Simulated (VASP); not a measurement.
An input for Quantum ESPRESSO's pw.x (written as the equivalent of a VASP run, and not itself run):

```
&CONTROL
  calculation = 'vc-relax'
  pseudo_dir = './pseudo'
  outdir = './out'
  tprnfor = .true.
  tstress = .true.
  nstep = 60
  forc_conv_thr = 0.00078
/
&SYSTEM
  ibrav = 0
  nat = 4
  ntyp = 2
  ecutwfc = 84
  occupations = 'smearing'
  smearing = 'gaussian'
  degauss = 0.003675
  input_dft = 'vdw-df2'
/
&ELECTRONS
  conv_thr = 7.3e-08
  electron_maxstep = 100
/
&IONS
/
&CELL
/
ATOMIC_SPECIES
  Sn 118.710 Sn.upf
  O 15.999 O.upf
CELL_PARAMETERS angstrom
     3.9646280    0.0000000    0.0000000
     0.0000000    3.9646280   -0.0000000
     0.0000000    0.0000000    5.2119532
ATOMIC_POSITIONS crystal
  Sn   0.5000000  0.0000000  0.7752734
  Sn   0.0000000  0.5000000  0.2247266
  O    0.5000000  0.5000000  0.0000000
  O    0.0000000  0.0000000  0.0000000
K_POINTS automatic
  5 5 4 0 0 0
```

**Question.** Translate this input to VASP (INCAR, KPOINTS, POSCAR, choice of POTCAR).

**Answer.** Several could match; the one computed here: 
KPOINTS:
```
kpoints
0
Gamma
  5 5 4
0 0 0
```

POSCAR:
```
SnO
1
    3.9646279960     0.0000000000     0.0000000000
    0.0000000000     3.9646279960    -0.0000000000
    0.0000000000     0.0000000000     5.2119531616
Sn O
2 2
Direct
  0.5000000000   0.0000000000   0.7752734439
  0.0000000000   0.5000000000   0.2247265561
  0.5000000000   0.5000000000   0.0000000000
  0.0000000000   0.0000000000   0.0000000000
```

INCAR:
```
LASPH = .TRUE.   ! aspherical one-centre terms
EDIFF = 1E-6
ENCUT = 520   ! plane-wave cut-off (eV)
NELM = 100   ! most electronic steps
SYSTEM = SnO
ISIF = 3
ALGO = Normal
SIGMA = 0.05   ! width (eV)
IBRION = 2   ! conjugate gradients
LUSE_VDW = .TRUE.
NSW = 60   ! most ionic steps
LMAXMIX = 4   ! l cut-off of mixed one-centre charges
GGA = ML
ZAB_VDW = -1.8867
AGGAC = 0.0
PREC = Accurate
LREAL = .FALSE.   ! projection in real space or not
LWAVE = .FALSE.
ISMEAR = 0   ! Gaussian
EDIFFG = -0.02
LCHARG = .FALSE.
```

POTCAR, in this order: Sn_d O (PBE.64 set). Program: vasp_std.

The two are equivalent in intent, not identical: the potentials are each code's own (VASP's PAW set, PseudoDojo norm-conserving files in pw.x), so ENCUT and ecutwfc are chosen apart and not converted; conv_thr bounds pw.x's estimated SCF error, while EDIFF bounds the energy change between steps; forc_conv_thr acts on force components and is met together with etot_conv_thr.

The compound is SnO in the litharge structure. This run relaxes it. Symmetry was kept, so distortions that lower it aren't found. The start is the result of an earlier pass.
